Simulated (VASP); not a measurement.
# CdSiSb2 (P-4m2) in VASP: notebook

One crystal, CdSiSb2, is run at these levels: PBE, r2SCAN; tasks: single point.

Program: VASP 6.6.1. These are calculated values, not measurements. Logs are shortened: lines on timing, memory, paths and dates and some standing lists are left out, and cuts for length are marked.

### 1 The crystal as given

It takes space group P-4m2 (No. 115, tetragonal). Conventional cell: a = 4.346 Å, b = 4.346 Å, c = 6.462 Å, α = 90.00°, β = 90.00°, γ = 90.00°. Cd (site symmetry -4m2) is surrounded by 4 Sb at 2.78 Å. Sb (site symmetry 2mm) has 2 Si at 2.64 Å and 2 Cd at 2.78 Å as nearest neighbours. Around Si (site symmetry -4m2) lie 4 Sb at 2.64 Å.

The cell was built by a generator and needn't be a form met in nature.

### 2 Single point, PBE

The input, INCAR:

```
SYSTEM = CdSiSb2
  PREC = Accurate
  ENCUT = 520
  EDIFF = 1E-6
  ISMEAR = -1
  SIGMA = 0.02
  LREAL = .FALSE.
  LASPH = .TRUE.
  NELM = 100
  ALGO = Normal
  ISIF = 2
  LWAVE = .FALSE.
  LCHARG = .FALSE.
  GGA = PE
  NBANDS = 21
```

The input, KPOINTS:

```
Automatic mesh
0
G
  4 4 4
  0 0 0
```

The input, POSCAR:

```
CdSiSb2
1.0
    4.3462136376      0.0000000000      0.0000000000
    0.0000000000      4.3462136376      0.0000000000
    0.0000000000      0.0000000000      6.4620353499
Cd Sb Si
1 2 1
Direct
    0.0000000000      0.0000000000      0.0000000000
    0.0000000000      0.5000000000      0.2671719476
    0.5000000000      0.0000000000      0.7328280524
    0.5000000000      0.5000000000      0.5000000000
```

Potentials or basis: VASP PAW PBE potentials, release 64 (Cd, Sb, Si).

On the command line:

```
cat potpaw_PBE.64/Cd/POTCAR potpaw_PBE.64/Sb/POTCAR potpaw_PBE.64/Si/POTCAR > POTCAR
mpirun -np 1 vasp_std > vasp.out
```

OUTCAR:

```text
SYSTEM = CdSiSb2
   PREC = Accurate
   ENCUT = 520
   EDIFF = 1E-6
   ISMEAR = -1
   LREAL = .FALSE.
   LASPH = .TRUE.
   NELM = 100
   ISIF = 2
   GGA = PE

 ion  position               nearest neighbor table
   1  0.000  0.000  0.000-   2 2.78   3 2.78   2 2.78   3 2.78
   2  0.000  0.500  0.267-   4 2.64   4 2.64   1 2.78   1 2.78
   3  0.500  0.000  0.733-   4 2.64   4 2.64   1 2.78   1 2.78
   4  0.500  0.500  0.500-   2 2.64   3 2.64   3 2.64   2 2.64

  LATTYP: Found a simple tetragonal cell.
 ALAT       =     4.3462136376
 C/A-ratio  =     1.4868195374

  Lattice vectors:

 A1 = (   4.3462136376,   0.0000000000,   0.0000000000)
 A2 = (   0.0000000000,   4.3462136376,   0.0000000000)
 A3 = (   0.0000000000,   0.0000000000,   6.4620353499)

Analysis of symmetry for initial positions (statically):
=====================================================================
 Subroutine PRICEL returns:
 Original cell was already a primitive cell.

 Routine SETGRP: Setting up the symmetry group for a
 simple tetragonal supercell.

 Subroutine GETGRP returns: Found  8 space group operations
 (whereof  8 operations were pure point group operations)
 out of a pool of 16 trial point group operations.

The static configuration has the point symmetry D_2d.

Analysis of symmetry for dynamics (positions and initial velocities):
=====================================================================
 Subroutine PRICEL returns:
 Original cell was already a primitive cell.

 Routine SETGRP: Setting up the symmetry group for a
 simple tetragonal supercell.

 Subroutine GETGRP returns: Found  8 space group operations
 (whereof  8 operations were pure point group operations)
 out of a pool of 16 trial point group operations.

The dynamic configuration has the point symmetry D_2d.

 Subroutine INISYM returns: Found  8 space group operations
 (whereof  8 operations are pure point group operations),
 and found     1 'primitive' translations

----------------------------------------------------------------------------------------

                                     Primitive cell

  volume of cell :     122.0651

  direct lattice vectors                    reciprocal lattice vectors
     4.346213638  0.000000000  0.000000000     0.230085330  0.000000000  0.000000000
     0.000000000  4.346213638  0.000000000     0.000000000  0.230085330  0.000000000
     0.000000000  0.000000000  6.462035350     0.000000000  0.000000000  0.154750005

  length of vectors
     4.346213638  4.346213638  6.462035350     0.230085330  0.230085330  0.154750005

  position of ions in fractional coordinates (direct lattice)
     0.000000000  0.000000000  0.000000000
     0.000000000  0.500000000  0.267171948
     0.500000000  0.000000000  0.732828052
     0.500000000  0.500000000  0.500000000

  ion indices of the primitive-cell ions
   primitive index   ion index
                 1           1
                 2           2
                 3           3
                 4           4

----------------------------------------------------------------------------------------

 KPOINTS: Automatic mesh

Automatic generation of k-mesh.
 Grid dimensions read from file:
 generate k-points for:    4    4    4

 Generating k-lattice:

  Cartesian coordinates                     Fractional coordinates (reciprocal lattice)
     0.057521333  0.000000000  0.000000000     0.250000000  0.000000000  0.000000000
     0.000000000  0.057521333  0.000000000     0.000000000  0.250000000  0.000000000
     0.000000000  0.000000000  0.038687501     0.000000000  0.000000000  0.250000000

  Length of vectors
     0.057521333  0.057521333  0.038687501

  Shift w.r.t. Gamma in fractional coordinates (k-lattice)
     0.000000000  0.000000000  0.000000000

 Subroutine IBZKPT returns following result:
 ===========================================

 Found     18 irreducible k-points:

 Following reciprocal coordinates:
            Coordinates               Weight
  0.000000  0.000000  0.000000      1.000000
  0.250000  0.000000  0.000000      4.000000
  0.500000  0.000000  0.000000      2.000000
  0.250000  0.250000  0.000000      4.000000
  0.500000  0.250000  0.000000      4.000000
  0.500000  0.500000  0.000000      1.000000
[... 10 lines left out ...]
  0.500000  0.250000  0.500000      4.000000
  0.500000  0.500000  0.500000      1.000000
   k-points           NKPTS =     18   k-points in BZ     NKDIM =     18   number of bands    NBANDS=     21
   number of dos      NEDOS =    301   number of ions     NIONS =      4
   total plane-waves  NPLWV =  49152
   dimension x,y,z NGX =    32 NGY =   32 NGZ =   48
   dimension x,y,z NGXF=    64 NGYF=   64 NGZF=   96
   ions per type =               1   2   1
   NGX,Y,Z   is equivalent  to a cutoff of  12.24, 12.24, 12.35 a.u.
   NGXF,Y,Z  is equivalent  to a cutoff of  24.48, 24.48, 24.70 a.u.
 SYSTEM =  CdSiSb2
   PREC   = accura    normal or accurate (medium, high low for compatibility)
   ISTART =      0    job   : 0-new  1-cont  2-samecut
   ICHARG =      2    charge: 1-file 2-atom 10-const
   ISPIN  =      1    spin polarized calculation?
   LNONCOLLINEAR =      F non collinear calculations
   LSORBIT =      F    spin-orbit coupling
   LASPH  =      T    aspherical Exc in radial PAW
   ENCUT  =  520.0 eV  38.22 Ry    6.18 a.u.   8.08  8.08 12.02*2*pi/ulx,y,z
   NELM   =    100;   NELMIN=  2; NELMDL= -5     # of ELM steps
   EDIFF  = 0.1E-05   stopping-criterion for ELM
   LREAL  =      F    real-space projection
   EDIFFG = 0.1E-04   stopping-criterion for IOM
   NSW    =      0    number of steps for IOM
   IBRION =     -1    ionic relax: 0-MD 1-quasi-New 2-CG
   NFREE  =      0    steps in history (QN), initial steepest desc. (CG)
   ISIF   =      2    stress and relaxation
   ISYM   =      2    0-nonsym 1-usesym 2-fastsym
   POTIM  = 0.5000    time-step for ionic-motion
   TEBEG  =    0.0;   TEEND  =   0.0 temperature during run
   PSTRESS=    0.0 pullay stress
   NELECT =      26.0000    total number of electrons
   NUPDOWN=      -1.0000    fix difference up-down
   EMIN   =  10.00;   EMAX   =-10.00  energy-range for DOS
   EFERMI =   0.00;   METHOD = LEGACY
   ISMEAR =    -1;   SIGMA  =   0.02  broadening in eV -4-tet -1-fermi 0-gaus
   EFERMI_NEDOS =   21; number of points for ismear=-14 and -15
   IALGO  =     38    algorithm
   IMIX   =      4    mixing-type and parameters
     AMIX     =   0.40;   BMIX     =  1.00
     AMIX_MAG =   1.60;   BMIX_MAG =  1.00
  volume/ion in A,a.u.               =      30.52       205.93
  Fermi-wavevector in a.u.,A,eV,Ry     =   0.977692  1.847570 13.005563  0.955882
  Thomas-Fermi vector in A             =   2.108409
   LORBIT       =      0    0 simple, 1 ext, 2 COOP (PROOUT), +10 PAW based schemes
   GGA     = PE    functional components
   LHFCALC =     F    Hartree Fock is set to
   AEXX    =    0.0000 exact exchange contribution
   IVDW    =     0    specifies the selected vdW correction
   LEPSILON=     F    determine dielectric tensor
   LRPA    =     F    only Hartree local field effects (RPA)
 non-spin polarized calculation
  energy-cutoff  :      520.00
  volume of cell :      122.07
 maximum number of plane-waves:      3320
   NGX = 17   NGY = 17   NGZ = 25

 number of electron      25.9999992 magnetization

 Free energy of the ion-electron system (eV)
  ---------------------------------------------------
  ext. energy  EPLUGINS =         0.00000000
  ---------------------------------------------------
  free energy    TOTEN  =       -13.86475103 eV

  energy without entropy =      -13.86081379  energy(sigma->0) =      -13.86278241

 E-fermi :   4.3916     XC(G=0):  -8.8117

 val. band max:        4.2318517156   @ k =   0.5000   0.0000   0.5000
 cond. band min:       4.3976072718   @ k =   0.2500   0.0000   0.0000
 fundamental gap:      0.1657555562
 Fermi energy:         4.3915986179

 k-point     1 :       0.0000    0.0000    0.0000
  band No.  band energies     occupation
      1      -7.2178      2.00000
      2      -5.4781      2.00000
      3      -4.4559      2.00000
      4      -4.4559      2.00000
      5      -4.3445      2.00000
      6      -4.2955      2.00000
[... 13 lines left out ...]
     20      10.2160      0.00000
     21      11.8495      0.00000

 k-point     2 :       0.2500    0.0000    0.0000
  band No.  band energies     occupation
      1      -6.8751      2.00000
      2      -5.4940      2.00000
      3      -4.4931      2.00000
      4      -4.4505      2.00000
      5      -4.3165      2.00000
      6      -4.3110      2.00000
[... 13 lines left out ...]
     20      10.3953      0.00000
     21      10.8631      0.00000

 k-point     3 :       0.5000    0.0000    0.0000
  band No.  band energies     occupation
      1      -6.3332      2.00000
      2      -5.5975      2.00000
      3      -4.4838      2.00000
      4      -4.4449      2.00000
      5      -4.3951      2.00000
      6      -4.3374      2.00000
[... 13 lines left out ...]
     20       9.3516      0.00000
     21      10.0572      0.00000

 k-point     4 :       0.2500    0.2500    0.0000
  band No.  band energies     occupation
      1      -6.5300      2.00000
      2      -5.4773      2.00000
      3      -4.4923      2.00000
      4      -4.4366      2.00000
      5      -4.3455      2.00000
      6      -4.2892      2.00000
[... 13 lines left out ...]
     20       9.1457      0.00000
     21      10.7633      0.00000

 k-point     5 :       0.5000    0.2500    0.0000
  band No.  band energies     occupation
      1      -5.9835      2.00000
      2      -5.5240      2.00000
      3      -4.4823      2.00000
      4      -4.4084      2.00000
      5      -4.3413      2.00000
      6      -4.2969      2.00000
[... 13 lines left out ...]
     20      10.8245      0.00000
     21      11.3110      0.00000

 k-point     6 :       0.5000    0.5000    0.0000
  band No.  band energies     occupation
      1      -5.4708      2.00000
      2      -5.4708      2.00000
      3      -4.5104      2.00000
      4      -4.3518      2.00000
      5      -4.3080      2.00000
      6      -3.8753      2.00000
[... 13 lines left out ...]
     20      11.6145      0.00000
     21      13.1326      0.00000

 k-point     7 :       0.0000    0.0000    0.2500
  band No.  band energies     occupation
      1      -7.1275      2.00000
      2      -5.5756      2.00000
      3      -4.4583      2.00000
      4      -4.4583      2.00000
      5      -4.3606      2.00000
      6      -4.3200      2.00000
[... 13 lines left out ...]
     20      10.4619      0.00000
     21      11.0186      0.00000
[... 147 lines left out ...]
      1      -6.7265      2.00000
      2      -5.6170      2.00000
      3      -4.4965      2.00000
      4      -4.4538      2.00000
      5      -4.3607      2.00000
      6      -4.3161      2.00000
[... 13 lines left out ...]
     20       9.5068      0.00000
     21      10.5618      0.00000

 k-point    15 :       0.5000    0.0000    0.5000
  band No.  band energies     occupation
      1      -6.3392      2.00000
      2      -5.5583      2.00000
      3      -4.4467      2.00000
      4      -4.3588      2.00000
      5      -4.3367      2.00000
      6      -4.2837      2.00000
[... 13 lines left out ...]
     20      10.5366      0.00000
     21      10.7908      0.00000

 k-point    16 :       0.2500    0.2500    0.5000
  band No.  band energies     occupation
      1      -6.4189      2.00000
      2      -5.5486      2.00000
      3      -4.4582      2.00000
      4      -4.3785      2.00000
      5      -4.3480      2.00000
      6      -4.3332      2.00000
[... 13 lines left out ...]
     20       9.8312      0.00000
     21       9.8943      0.00000

 k-point    17 :       0.5000    0.2500    0.5000
  band No.  band energies     occupation
      1      -5.9943      2.00000
      2      -5.5153      2.00000
      3      -4.4101      2.00000
      4      -4.3721      2.00000
      5      -4.3184      2.00000
      6      -4.2403      2.00000
[... 13 lines left out ...]
     20      10.0639      0.00000
     21      10.6619      0.00000

 k-point    18 :       0.5000    0.5000    0.5000
  band No.  band energies     occupation
      1      -5.4883      2.00000
      2      -5.4883      2.00000
      3      -4.4050      2.00000
      4      -4.3532      2.00000
      5      -4.3000      2.00000
      6      -3.9809      2.00000
[... 13 lines left out ...]
     20       8.7987      0.00000
     21       9.2254      0.00000

------------------------ aborting loop because EDIFF is reached ----------------------------------------

  FORCE on cell =-STRESS in cart. coord.  units (eV):
  Direction    XX          YY          ZZ          XY          YZ          ZX
  --------------------------------------------------------------------------------------
  -------------------------------------------------------------------------------------
  Total        1.4565312      1.4565312      1.0101140      0.0000000      0.0000000      0.0000000
  in kB       19.1178433     19.1178433     13.2583505      0.0000000      0.0000000      0.0000000
  external PRESSURE =      17.1646790 kB  Pullay stress =       0.0000000 kB

 VOLUME and BASIS-vectors are now :
 -----------------------------------------------------------------------------
  energy-cutoff  :      520.00
  volume of cell :      122.07
      direct lattice vectors                 reciprocal lattice vectors
     4.346213638  0.000000000  0.000000000     0.230085330  0.000000000  0.000000000
     0.000000000  4.346213638  0.000000000     0.000000000  0.230085330  0.000000000
     0.000000000  0.000000000  6.462035350     0.000000000  0.000000000  0.154750005

 POSITION                                       TOTAL-FORCE (eV/Angst)
 -----------------------------------------------------------------------------------
      0.00000      0.00000      0.00000         0.000000     -0.000000      0.000000
      0.00000      2.17311      1.72647         0.000000     -0.000000      0.039701
      2.17311      0.00000      4.73556         0.000000     -0.000000     -0.039701
      2.17311      2.17311      3.23102         0.000000      0.000000      0.000000
 -----------------------------------------------------------------------------------
    total drift:                                0.000000      0.000000     -0.000000

  FREE ENERGIE OF THE ION-ELECTRON SYSTEM (eV)
  ---------------------------------------------------
  free  energy   TOTEN  =       -13.8647510302 eV

  energy  without entropy=      -13.8608137922  energy(sigma->0) =      -13.86278241
```

Run time: 50 s. Hardware: 1 thread of AMD EPYC 7R43 (Zen 3), shared host; peak memory 0.19 GiB.

What came out:

| Quantity | Value |
| --- | --- |
| Free energy | -13.8648 eV |
| Pressure | 1.7 GPa |
| Largest force | 0.040 eV/Å |
| Band gap on the k mesh | none (metal or under the smearing width) |

Forces in eV/Å, atoms in the order of the input:
```
Cd   0.000  0.000  0.000
Sb   0.000  0.000  0.040
Sb   0.000  0.000 -0.040
Si   0.000  0.000  0.000
```

Caveat: the k mesh is coarse (spacing up to 0.36 Å⁻¹), so the values aren't converged. The run has no spin-orbit coupling, so splittings on Sb are missing.

### 3 Single point, r2SCAN

POSCAR is that of step 2.

The input, INCAR.step1:

```
SYSTEM = CdSiSb2
PREC = Accurate
ENCUT = 520
ISMEAR = -1
SIGMA = 0.02
LREAL = .FALSE.
LASPH = .TRUE.
NELM = 100
NBANDS = 21
GGA = PE
ALGO = Normal
EDIFF = 1E-4
LWAVE = .TRUE.
LCHARG = .FALSE.
```

The input, INCAR.step2:

```
SYSTEM = CdSiSb2
PREC = Accurate
ENCUT = 520
EDIFF = 1E-7
ISMEAR = -1
SIGMA = 0.02
LREAL = .FALSE.
LASPH = .TRUE.
NELM = 100
ALGO = Normal
ISIF = 2
LWAVE = .FALSE.
LCHARG = .FALSE.
METAGGA = R2SCAN
LMIXTAU = .TRUE.
NBANDS = 21
ISTART = 1
```

The input, KPOINTS:

```
regular mesh
0
G
  4 4 4
  0 0 0
```

Potentials or basis: VASP PAW PBE potentials, release 64 (Cd, Sb, Si).

On the command line:

```
cat potpaw_PBE.64/Cd/POTCAR potpaw_PBE.64/Sb/POTCAR potpaw_PBE.64/Si/POTCAR > POTCAR
cp INCAR.step1 INCAR
mpirun -np 1 vasp_std > vasp.out
cp INCAR.step2 INCAR
mpirun -np 1 vasp_std > vasp.out
```

Wall time 3 min (1 thread of AMD EPYC 7R43 (Zen 3), shared host); peak memory 0.21 GiB.

Results (log left out):

* Free energy: -79.8338 eV
* Pressure: 0.3 GPa
* Largest force: 0.013 eV/Å
* Band gap on the k mesh: none (metal or under the smearing width)

Forces on the atoms (eV/Å):
```
Cd   0.000  0.000  0.000
Sb   0.000  0.000  0.013
Sb   0.000  0.000 -0.013
Si   0.000  0.000  0.000
```

Stress tensor (GPa, compression positive):
```
 0.50  0.00  0.00
 0.00  0.50  0.00
 0.00  0.00 -0.02
```

Levels at points of the mesh, in eV from the Fermi level:
| k point | band 10 | band 11 | band 12 | band 13 | band 14 | band 15 | band 16 | band 17 |
| --- | --- | --- | --- | --- | --- | --- | --- | --- |
| (0.00, 0.00, 0.00) | -3.24 | -0.50 | -0.46 | 0.13 | 0.13 | 0.47 | 2.32 | 2.70 |
| (0.50, 0.00, 0.00) | -3.59 | -3.43 | -2.60 | -0.31 | 0.65 | 3.30 | 3.87 | 4.13 |
| (0.50, 0.50, 0.00) | -3.96 | -2.88 | -2.88 | -1.93 | 0.92 | 1.20 | 1.20 | 1.53 |
| (0.00, 0.00, 0.50) | -2.96 | -2.96 | -0.83 | -0.83 | 0.48 | 0.76 | 3.59 | 4.07 |
| (0.50, 0.00, 0.50) | -2.59 | -1.92 | -1.20 | -0.33 | -0.20 | 1.52 | 2.67 | 3.02 |
| (0.50, 0.50, 0.50) | -4.17 | -3.34 | -3.34 | -3.09 | 2.59 | 3.45 | 3.45 | 4.08 |

Caveat: the k mesh is coarse (spacing up to 0.36 Å⁻¹), so the values aren't converged; the PAW data sets were made with another functional, which shifts forces and pressure a little. The run has no spin-orbit coupling, so splittings on Sb are missing.
